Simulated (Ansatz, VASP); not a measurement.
# CdF2: VASP beside Ansatz

Aim: how closely do two programs agree when they are given the same cell, functional and k mesh?

Program: Ansatz 0.2.0. Level of theory: plane waves, with VASP 6.6.1 beside it; band structure at HSE06 and band structure at PBE-EpsX with an exact-exchange share of 0.357. Results are calculated unless marked as measured.

## (1) Starting point

Symmetry: Fm-3m, No. 225, cubic system. The conventional cell has a = 5.388 Å, b = 5.388 Å, c = 5.388 Å, α = 90.00°, β = 90.00°, γ = 90.00°. Nearest to Cd lie 8 F at 2.33 Å. Nearest to F lie 4 Cd at 2.33 Å. Farther neighbours and most contacts between anions are not listed.

Coordinates:

```cif
data_structure
_symmetry_space_group_name_H-M 'P 1'
_symmetry_Int_Tables_number 1
_cell_length_a 3.8099
_cell_length_b 3.8099
_cell_length_c 3.8099
_cell_angle_alpha 60.000
_cell_angle_beta 60.000
_cell_angle_gamma 60.000
_cell_volume 39.10
loop_
_atom_site_label
_atom_site_type_symbol
_atom_site_fract_x
_atom_site_fract_y
_atom_site_fract_z
_atom_site_occupancy
Cd1 Cd 0.00000 0.00000 0.00000 1
F2 F 0.25000 0.25000 0.25000 1
F3 F 0.75000 0.75000 0.75000 1
```

## (2) VASP: band structure, HSE06

Levels along a path test the potential and the projectors away from the mesh points.

Lines of VASP's logs that name or quote its potential files are left out, and so is its time.

The run reads the wave functions of an earlier VASP run, which isn't shown here.

The input, INCAR:

```
SYSTEM = CdF2
PREC = Accurate
ENCUT = 520
EDIFF = 1E-06
NELM = 100
ISMEAR = 0
SIGMA = 0.02
LREAL = .FALSE.
ALGO = Normal
LHFCALC = .TRUE.
AEXX = 0.25
GGA = PE
HFSCREEN = 0.2
LASPH = .TRUE.
NBANDS = 19
PRECFOCK = Fast
LORBIT = 11
LWAVE = .FALSE.
LCHARG = .FALSE.
KPAR = 4
```

The input, POSCAR:

```
CdF2
1.0
    0.0000000000      2.6940000000      2.6940000000
    2.6940000000      0.0000000000      2.6940000000
    2.6940000000      2.6940000000      0.0000000000
Cd F
1 2
Direct
    0.0000000000      0.0000000000      0.0000000000
    0.2500000000      0.2500000000      0.2500000000
    0.7500000000      0.7500000000      0.7500000000
```

The input, KPOINTS:

```
Automatic mesh
0
Gamma
5 5 5
0 0 0
```

The input, KPOINTS_OPT:

```
Line mode
6
Line-mode
Reciprocal
  0.00000000   0.00000000   0.00000000 GAMMA
  0.50000000   0.00000000   0.50000000 X

  0.50000000   0.00000000   0.50000000 X
  0.50000000   0.25000000   0.75000000 W

  0.50000000   0.25000000   0.75000000 W
  0.37500000   0.37500000   0.75000000 K

  0.37500000   0.37500000   0.75000000 K
  0.00000000   0.00000000   0.00000000 GAMMA

  0.00000000   0.00000000   0.00000000 GAMMA
  0.50000000   0.50000000   0.50000000 L

  0.50000000   0.50000000   0.50000000 L
  0.62500000   0.25000000   0.62500000 U

  0.62500000   0.25000000   0.62500000 U
  0.50000000   0.25000000   0.75000000 W

  0.50000000   0.25000000   0.75000000 W
  0.50000000   0.50000000   0.50000000 L

  0.50000000   0.50000000   0.50000000 L
  0.37500000   0.37500000   0.75000000 K

  0.62500000   0.25000000   0.62500000 U
  0.50000000   0.00000000   0.50000000 X
```

Potentials, in the order of the species: Cd and F (PBE family, release 64).

Command:

```bash
> mpirun -np 4 vasp_std
```

Numbers of over 12 decimals in the logs are rounded to 6 here.

Output:

```text
[banner, memory and clock lines left out]
running    4 mpi-ranks, on    1 nodes
 distrk:  each k-point on    1 cores,    4 groups
 distr:  one band on    1 cores,    1 groups

 POSCAR found type information on POSCAR CdF
 POSCAR found :  2 types and       3 ions
 LDA part: xc-table for (Slater+PW92), standard interpolation
 found WAVECAR, reading the header
 POSCAR, INCAR and KPOINTS ok, starting setup
 FFT: planning ... GRIDC
 FFT: planning ... GRID_SOFT
 FFT: planning ... GRID
 reading WAVECAR
 the WAVECAR file was read successfully
 initial charge from wavefunction
 entering main loop
       N       E                     dE             d eps       ncg     rms          rms(c)
DAV:   1    -0.143939522237E+02   -0.14394E+02   -0.59953E-01   380   0.659E+00    0.102E+00
DAV:   2    -0.143917427065E+02    0.22095E-02   -0.36656E-02   383   0.174E+00    0.764E-01
DAV:   3    -0.143891940700E+02    0.25486E-02   -0.10248E-02   404   0.933E-01    0.473E-01
DAV:   4    -0.143888808257E+02    0.31324E-03   -0.58973E-04   392   0.321E-01    0.286E-01
DAV:   5    -0.143887011009E+02    0.17972E-03   -0.17531E-04   386   0.173E-01    0.171E-01
DAV:   6    -0.143886544676E+02    0.46633E-04   -0.31827E-05   380   0.648E-02    0.102E-01
DAV:   7    -0.143886388276E+02    0.15640E-04   -0.73494E-06   383   0.375E-02    0.614E-02
DAV:   8    -0.143886348243E+02    0.40033E-05   -0.41608E-06   380   0.240E-02    0.383E-02
DAV:   9    -0.143886339761E+02    0.84819E-06   -0.94066E-07   303   0.122E-02
   1 F= -.14388634E+02 E0= -.14388634E+02  d E =-.154727E-15
 Start KPOINTS_OPT (optional k-point list driver)
k-point batch [1-10\60]
       N       E                     dE             ncg
DAV:   1     0.258520254359E+03   -0.64559E+04      380
DAV:   2    -0.217361024548E+04   -0.24321E+04      415
DAV:   3    -0.230898719907E+04   -0.13538E+03      413
DAV:   4    -0.231060992339E+04   -0.16227E+01      425
DAV:   5    -0.231061689053E+04   -0.69671E-02      422
DAV:   6    -0.231061691697E+04   -0.26435E-04      413
DAV:   7    -0.231061691708E+04   -0.10984E-06      269
[...]
k-point batch [51-60\60]
       N       E                     dE             ncg
DAV:   1     0.291654646648E+03   -0.93696E+04      380
DAV:   2    -0.219015132197E+04   -0.24818E+04      404
DAV:   3    -0.232500087868E+04   -0.13485E+03      413
DAV:   4    -0.232675288573E+04   -0.17520E+01      425
DAV:   5    -0.232676021115E+04   -0.73254E-02      416
DAV:   6    -0.232676023942E+04   -0.28268E-04      413
DAV:   7    -0.232676023952E+04   -0.10093E-06      277
```

Parts of OUTCAR (step 2):

```text
ion  position               nearest neighbor table
   1  0.000  0.000  0.000-   3 2.33   3 2.33   3 2.33   2 2.33   3 2.33   2 2.33   2 2.33   2 2.33

  LATTYP: Found a face centered cubic cell.
 ALAT       =     5.3880000000

 Subroutine GETGRP returns: Found 48 space group operations
 (whereof 48 operations were pure point group operations)

The static configuration has the point symmetry O_h .

 Found     10 irreducible k-points:

   k-points           NKPTS =     10   k-points in BZ     NKDIM =    125   number of bands    NBANDS=     19

   dimension x,y,z NGX =    28 NGY =   28 NGZ =   28
   dimension x,y,z NGXF=    56 NGYF=   56 NGZF=   56

   ENCUT  =  520.0 eV  38.22 Ry    6.18 a.u.   7.08  7.08  7.08*2*pi/ulx,y,z

   NELECT =      26.0000    total number of electrons

 k-points in reciprocal lattice and weights: Automatic mesh
   0.00000000  0.00000000  0.00000000       0.008
   0.20000000  0.00000000  0.00000000       0.064
   0.40000000  0.00000000  0.00000000       0.064
   0.20000000  0.20000000  0.00000000       0.048
   0.40000000  0.20000000  0.00000000       0.192
  -0.40000000  0.20000000  0.00000000       0.192
  -0.20000000  0.20000000  0.00000000       0.096
   0.40000000  0.40000000  0.00000000       0.048
  -0.40000000  0.40000000  0.00000000       0.096
  -0.40000000  0.40000000  0.20000000       0.192

  exchange ACFDT corr.  =         0.00000000  see jH, gK, PRB 81, 115126

 average (electrostatic) potential at core
       1 -32.6453       2 -70.5910       3 -70.5910

 E-fermi :  -2.8540

 k-point     1 :       0.0000    0.0000    0.0000
  band No.  band energies     occupation
    ...
      9      -3.8859      2.00000
     10      -3.8858      2.00000
     11      -3.4561      2.00000
     12      -3.4561      2.00000
     13      -3.4560      2.00000
     14       2.3131      0.00000
     15      12.1295      0.00000
     16      12.1295      0.00000
     17      12.1295      0.00000
     18      16.9872      0.00000
    ...

 k-point     2 :       0.2000    0.0000    0.0000
  band No.  band energies     occupation
    ...
      9      -4.1771      2.00000
     10      -4.1770      2.00000
     11      -3.7845      2.00000
     12      -3.4045      2.00000
     13      -3.4044      2.00000
     14       3.6092      0.00000
     15      10.6642      0.00000
     16      12.7387      0.00000
     17      12.7387      0.00000
     18      18.5559      0.00000
    ...

 k-point     3 :       0.4000    0.0000    0.0000
  band No.  band energies     occupation
    ...
      9      -4.9011      2.00000
     10      -4.7053      2.00000
     11      -4.7052      2.00000
     12      -3.3360      2.00000
     13      -3.3360      2.00000
     14       6.0071      0.00000
     15       8.8908      0.00000
     16      13.9144      0.00000
     17      13.9144      0.00000
     18      17.7318      0.00000
    ...

  energy-cutoff  :      520.00
  volume of cell :       39.10
      direct lattice vectors                 reciprocal lattice vectors
     0.000000000  2.694000000  2.694000000    -0.185597624  0.185597624  0.185597624
     2.694000000  0.000000000  2.694000000     0.185597624 -0.185597624  0.185597624
     2.694000000  2.694000000  0.000000000     0.185597624  0.185597624 -0.185597624

 POSITION                                       TOTAL-FORCE (eV/Angst)
 -----------------------------------------------------------------------------------
      0.00000      0.00000      0.00000        -0.000000     -0.000000      0.000000
      1.34700      1.34700      1.34700        -0.000000     -0.000000     -0.000000
      4.04100      4.04100      4.04100         0.000000      0.000000      0.000000
 -----------------------------------------------------------------------------------
    total drift:                                0.000019     -0.000015      0.000009

  FREE ENERGIE OF THE ION-ELECTRON SYSTEM (eV)
  ---------------------------------------------------
  free  energy   TOTEN  =       -14.3886339761 eV

  energy  without entropy=      -14.3886339761  energy(sigma->0) =      -14.38863398

 total charge
# of ion       s       p       d       tot
------------------------------------------
    1        0.195   0.181   9.721  10.098
    2        1.746   4.388   0.000   6.133
    3        1.746   4.388   0.000   6.133
--------------------------------------------------
tot          3.687   8.957   9.721  22.365

[... 3 further parts left out ...]
```

Spin-orbit coupling is off here; it would split degenerate levels.

## (3) Ansatz: band structure, HSE06

Ansatz runs on its default PAW (the set named soft_2) files.

The same cell, functional, mesh and smearing now go to Ansatz, which takes its cutoff from its data sets.

The input, input.yaml:

```yaml
crystal:
  lattice:
    - [0.0, 2.694, 2.694]
    - [2.694, 0.0, 2.694]
    - [2.694, 2.694, 0.0]
  atoms:
    - { symbol: Cd, position: [0.0, 0.0, 0.0] }
    - { symbol: F, position: [0.25, 0.25, 0.25] }
    - { symbol: F, position: [0.75, 0.75, 0.75] }
hamiltonian:
  xc: { exchange: pbe, correlation: pbe, exx: { coeff: 0.25, omega: 0.2 } }
  pseudopotentials: { kind: paw }
kpoints:
  mp_grid: { grid: [5, 5, 5] }
  band_path:
    path:
      - [0.0, 0.0, 0.0]
      - [0.5, 0.0, 0.5]
      - [0.5, 0.2, 0.7]
      - [0.5, 0.25, 0.75]
      - [0.4, 0.35, 0.75]
      - [0.15, 0.15, 0.3]
      - [0.2, 0.2, 0.2]
      - [0.55, 0.4, 0.55]
      - [0.6, 0.25, 0.65]
      - [0.5, 0.25, 0.75]
      - [0.5, 0.5, 0.5]
      - [0.375, 0.375, 0.75]
      - [0.5, 0.0, 0.5]
    npoints: 1
scf:
  occupations: { method: gaussian, width: 0.02 }
  n_extra_bands: 7
output:
  forces: true
  stress: true
  eigenvalues: true
```

Command:

```bash
> ansatz run input.yaml --threads 4 --pin off --max-ram 9216MiB --backend cpu --events-out ev --progress --plain --runs-dir out
```

Output:

```text
Warning: output.stress: scf.convergence.dr2_threshold = 1e-7 eV (the SCF's general default) is looser than the 3e-10 eV advised for a printed stress (1e-10 eV for each atom of the cell: 3). What an SCF threshold leaves in a stress goes as its square root, and in the free energy as the threshold itself, and one threshold admits the most on a small cell: [figures from the program's tests cut] Set scf.convergence.dr2_threshold to 3e-10 eV or tighter. The threshold is an SCF's pass mark: one that does not reach it within its budget of iterations ends unconverged, or closes short of it on a stop that the run arms, and scf.convergence.dr2_threshold's page says what that costs each kind of run
Warning: output.stress: scf.exx.energy_threshold = 1e-6 eV is looser than the 3e-8 eV advised for a stress under a hybrid functional (1e-8 eV for each atom of the cell: 3). Every SCF of the exchange loop can meet its threshold on dr2 while the loop round them stops early: no threshold on dr2 bounds what that leaves in the stress. Set scf.exx.energy_threshold to 3e-8 eV or tighter. The threshold is the loop's pass mark: a loop that does not reach it within its budget of cycles ends unconverged, and scf.exx.energy_threshold's page has the law
scf.n_extra_bands = 7 over 17 filled bands (N_el = 34.0): the run solves 24 bands
Engine: ansatz 0.2.0, aarch64-unknown-linux-gnu
Pseudopotentials: kind: paw
Pseudopotential: Cd, paw, valence charge 20, recommended cutoff 420 eV (normal), Cd.paw.azcp
Pseudopotential: F, paw, valence charge 7, recommended cutoff 420 eV (normal), F.paw.azcp
Functional definition: unnamed
  parameter a_1 = 0.25
  parameter omega_1 = 0.2/angstrom
  exchange = pbe_x + (-a_1)*pbe_x_sr(omega_1) + a_1*exact_x_sr(omega_1)
  correlation = pbe_c
Crystal: 3 atoms, lattice volume = 39.104 Å³
Basis set: ecut = 420 eV, 749 PW (Γ), exchange–correlation on 54×54×54 points (8 copies of the dense FFT grid, shifted against one another)
Bands: 24, of which v1, the nominal top of the filled ones, is band 17 counted from 1 (16 counted from 0)
Symmetry: 48 space group operations
Space group: Fm-3m (ITA 225), of the structure as read, at distance tolerance 3.4e-5 Å
k-points: 10 of 125
Non-local potential: Cd, projectors of the file, l = 0: 3, l = 1: 2, l = 2: 2, l = 3: 1
Non-local potential: F, projectors of the file, l = 0: 2, l = 1: 2, l = 2: 1
PAW form: soft (Blöchl's): semilocal exchange-correlation on the pseudo side does not see the compensation charge
PAW frozen core: Cd, regenerated for the run's functional, and the local potential with it (the file was generated under x = pbe(κ = 0.804, μ = 0.219515), c = pbe(β = 0.066725))
PAW frozen core: F, regenerated for the run's functional, and the local potential with it (the file was generated under x = pbe(κ = 0.804, μ = 0.219515), c = pbe(β = 0.066725))
PAW one-centre angular grid: Cd, 590 points (default); XC on 64 Gauss nodes
PAW one-centre angular grid: F, 110 points (default); XC on 64 Gauss nodes
Initial density: superposition of atomic densities (neutral atoms: chi_scale 0, normalization atom), corrected by the library's trained network
Initial wavefunctions: pseudopotential atomic-orbital guess
Functional: x = pbe(κ = 0.804, μ = 0.219515), c = pbe(β = 0.066725), warm-up for x = pbe(κ = 0.804, μ = 0.219515) + 0.25 (exact − pbe) at short range (hse, ω = 0.2 Å⁻¹), c = pbe(β = 0.066725)
SCF iter   1: F=—  HF=-9872.133290 eV  |F-HF|=—  |Δ(HF+E_count)|=         —  Δρ=1.05e-3  dr2=2.10e-4  ethr=1.77e-3  ⟨swp⟩=2.0  Hψ=1600  notcnv=0
preconditioner: auto → none  [insulator: Δε(μ)=3.179 eV  Ē_g=19.939 eV  σ=0.020 eV  W_gap=1.00  n_scr=14 (ndim 8)  ℏωp=30.3 eV  f_vac=0.125  D(μ)=0.00/eV (n_scr^D=0)]
iter 2 solved again at ethr=2.90e-8 eV; its pass at ethr=6.17e-7 eV (dr2=9.86e-6 eV) is discarded
SCF iter   2: F=-9872.133578 eV  HF=-9872.133490 eV  |F-HF|=8.78e-5  |Δ(HF+E_count)|=   2.00e-4  Δρ=2.81e-4  dr2=9.86e-6  ethr=2.90e-8  ⟨swp⟩=2.1  Hψ=1057  notcnv=0  defer=1
SCF 1 stopped early in 2 iterations: F = -9872.133578 eV  dr2 = 9.86e-6
  greatest PAW one-centre occupation: 1.001 electrons in one spin orbital (limit 2), on the Cd atom at site 0 (counted from 0), in its partial waves of l = 1
Initial density: handed on by an earlier stage of this run
Initial wavefunctions: those handed on with the density
Functional: x = pbe(κ = 0.804, μ = 0.219515) + 0.25 (exact − pbe) at short range (hse, ω = 0.2 Å⁻¹), c = pbe(β = 0.066725)
Exchange kernel: α = 0.2500, screened, ω = 0.2000 Å⁻¹, Wigner–Seitz truncation, v(0) = 1123.6308 eV·Å³, q-mesh 5×5×5, nearest image of the exchange supercell L = 19.05 Å, pair-density grid 18×18×18, without the augmentation charges, whose exchange is taken in its separable form by FFT convolution over the k-point mesh (sized by the pseudopotential files, 24×24×24 at the most), smooth part of the exact exchange by density-matrix convolution
Frozen-core exchange: fock
SCF iter   1: F=—  HF=-9875.593027 eV  |F-HF|=—  |Δ(HF+E_count)|=         —  Δρ=1.22e-2  dr2=5.60e-2  ethr=2.90e-7  ⟨swp⟩=6.1  Hψ=1122  notcnv=0
preconditioner: auto → none  [insulator: Δε(μ)=5.406 eV  Ē_g=22.811 eV  σ=0.020 eV  W_gap=1.00  n_scr=14 (ndim 8)  ℏωp=30.3 eV  f_vac=0.125  D(μ)=0.00/eV (n_scr^D=0)]
SCF iter   2: F=—  HF=-9875.578867 eV  |F-HF|=—  |Δ(HF+E_count)|=   1.42e-2  Δρ=7.36e-3  dr2=7.58e-3  ethr=2.90e-7  ⟨swp⟩=5.0  Hψ=880  notcnv=0
SCF iter   3: F=—  HF=-9875.589963 eV  |F-HF|=—  |Δ(HF+E_count)|=   1.11e-2  Δρ=3.18e-3  dr2=2.67e-3  ethr=2.90e-7  ⟨swp⟩=4.0  Hψ=810  notcnv=0
SCF iter   4: F=—  HF=-9875.589284 eV  |F-HF|=—  |Δ(HF+E_count)|=   6.79e-4  Δρ=1.11e-3  dr2=3.11e-4  ethr=2.90e-7  ⟨swp⟩=3.2  Hψ=576  notcnv=0
SCF iter   5: F=—  HF=-9875.589598 eV  |F-HF|=—  |Δ(HF+E_count)|=   3.14e-4  Δρ=6.22e-4  dr2=1.14e-4  ethr=2.90e-7  ⟨swp⟩=3.2  Hψ=539  notcnv=0
SCF iter   6: F=-9875.589560 eV  HF=-9875.589566 eV  |F-HF|=6.30e-6  |Δ(HF+E_count)|=   3.24e-5  Δρ=3.41e-5  dr2=2.97e-7  ethr=2.90e-7  ⟨swp⟩=3.0  Hψ=480  notcnv=0
SCF 2 stopped early in 6 iterations: F = -9875.589560 eV  dr2 = 2.97e-7
  greatest PAW one-centre occupation: 1.002 electrons in one spin orbital (limit 2), on the Cd atom at site 0 (counted from 0), in its partial waves of l = 1
hybrid outer 1: dexx = +1.454e-2 eV, tail = 3.66e-5 eV
Exchange kernel: α = 0.2500, screened, ω = 0.2000 Å⁻¹, Wigner–Seitz truncation, v(0) = 1123.6308 eV·Å³, q-mesh 5×5×5, nearest image of the exchange supercell L = 19.05 Å, pair-density grid 18×18×18, without the augmentation charges, whose exchange is taken in its separable form by FFT convolution over the k-point mesh (sized by the pseudopotential files, 24×24×24 at the most), smooth part of the exact exchange by density-matrix convolution
Frozen-core exchange: fock
SCF iter   1: F=—  HF=-9875.589788 eV  |F-HF|=—  |Δ(HF+E_count)|=         —  Δρ=7.94e-5  dr2=1.29e-6  ethr=5.39e-7  ⟨swp⟩=4.1  Hψ=588  notcnv=0
preconditioner: auto → none  [insulator: Δε(μ)=5.324 eV  Ē_g=22.738 eV  σ=0.020 eV  W_gap=1.00  n_scr=14 (ndim 8)  ℏωp=30.3 eV  f_vac=0.148  D(μ)=0.00/eV (n_scr^D=0)]
SCF iter   2: F=—  HF=-9875.589788 eV  |F-HF|=—  |Δ(HF+E_count)|=   1.81e-7  Δρ=2.90e-5  dr2=9.77e-8  ethr=3.08e-9  ⟨swp⟩=3.5  Hψ=531  notcnv=0
SCF iter   3: F=—  HF=-9875.589788 eV  |F-HF|=—  |Δ(HF+E_count)|=   2.23e-7  Δρ=7.35e-6  dr2=1.20e-8  ethr=2.33e-10  ⟨swp⟩=3.4  Hψ=564  notcnv=0  defer=3
SCF iter   4: F=-9875.589788 eV  HF=-9875.589788 eV  |F-HF|=1.78e-9  |Δ(HF+E_count)|=   3.51e-9  Δρ=3.17e-6  dr2=1.88e-9  ethr=3.51e-11  ⟨swp⟩=3.1  Hψ=620  notcnv=0
SCF 3 converged in 4 iterations: F = -9875.589788 eV  dr2 = 1.88e-9
  Residual-converged pass: ⟨swp⟩=2.2  Hψ=376  notcnv=0  max |occ|·‖R‖ = 1.7e-6 eV (tolerance 2.4e-6 eV)  dr2=1.88e-9  dr2_onsite=3.44e-10  max |Δocc| = 0.0e0
hybrid outer 2: dexx = +3.372e-7 eV, tail = 3.00e-8 eV, Δε = 2.78e-3 eV (about 9.52e-5 eV left of the loop's levels)
NSCF: frozen V_eff on 13 k-points
hybrid SCF converged: 2 outer / 10 inner (+2 warm-up), last move |dexx| = 3.37e-7 eV, tail = 3.00e-8 eV
Stability not checked: this state was not tested for a lower state beside it, because the functional holds exact exchange (a hybrid, or Hartree-Fock), whose exchange loop this test does not read (fock_operator; see scf.lower_state_search)
Free energy (F): -9875.589788 eV
Frozen-core exchange: fock
Harris-Foulkes:  -9875.589788 eV  (|F-HF|=1.78e-9)
Internal energy: -9875.589788 eV  (E = F + TS)
E sigma→0 (E₀):  -9875.589788 eV
Fermi energy:    7.449383 eV
--- Per-component energies (eV) ---
  E_band       = -571.345829
  E_kinetic    = 923.668835
  E_local      = -4242.118020  (includes V_loc(G=0)·N_el)
  E_nonlocal   = 182.385231
  E_hartree    = 1883.660607
  E_xc         = -267.460133
  E_vxc        = -336.212639  (∫ρ·V_xc dr)
  E_exx        = -142.488299  (= α·E_x^exact, valence–valence)
  E_paw        = -4418.722999  (= ΣΔE_a)
  E_vpaw       = -581.419660  (= ΣTr[D̂ρ^β])
  E_aug_tail   = 0.004124  (compensation charges beyond the density's cutoff)
  E_ewald      = -3793.856633
  E_core_change = -0.662502  (= ΣΔE_core)
  E_smearing   = -0.000000  (= −TS)
  E_closure    = 0.000000  (closes the sum)
  Σ components = -9875.589788   (vs F -9875.589788, Δ=1.82e-12)
--- Forces (eV/Å), atoms counted from 1 ---
  atom   1  Cd    -0.00000000     0.00000000     0.00000000
  atom   2  F      0.00000000    -0.00000000     0.00000000
  atom   3  F     -0.00000000    -0.00000000     0.00000000
  max |Σ_I F_I| component: 3.47e-18 eV/Å
--- Stress (GPa, compression-positive) ---
        1.764831      -0.000000      -0.000000
        0.000000       1.764831      -0.000000
       -0.000000      -0.000000       1.764831
  P = ⅓ Tr σ = 1.7648 GPa (17.648 kbar)
--- Band table (eV; the first three rows and the last of 10) ---
  k-point 0: bands = [... 13 lower, 3.8619, 4.2939, 4.2939, 4.2939, 10.1108, 19.8783, 19.8783, 19.8783, ... 3 higher]
  k-point 1: bands = [... 13 lower, 3.5730, 3.9650, 4.3447, 4.3447, 11.3991, 18.4164, 20.4903, 20.4903, ... 3 higher]
  k-point 2: bands = [... 13 lower, 3.0472, 3.0472, 4.4145, 4.4145, 13.7878, 16.6452, 21.6719, 21.6719, ... 3 higher]
  k-point 9: bands = [... 13 lower, 2.8404, 3.6841, 4.2816, 4.7877, 15.0128, 17.4887, 19.7788, 19.9769, ... 3 higher]
```

It took 36 s on 4 threads of Arm Neoverse N1, shared host; peak memory 0.78 GiB.

In the SCF lines HF is the Harris–Foulkes energy and dr2 the Hartree energy of the density residual, in eV; the loop may stop once dr2 is under the threshold and the program's other checks hold. Hψ counts applications of the Hamiltonian.

(Continued in part 2 of 2.)

[Lines on the potential files, build, host, timing and source positions are cut from VASP's logs without a mark.]

[Logs are printed without paths, hosts, clocks, repeated set-up lines and the standing remarks that a program may print on its own settings, such as how far it seeks lower states.]

[Hosts, paths, dates, database ids (printed as entryN), source tags and the programs' standing remarks are cut or masked in the printed files.]
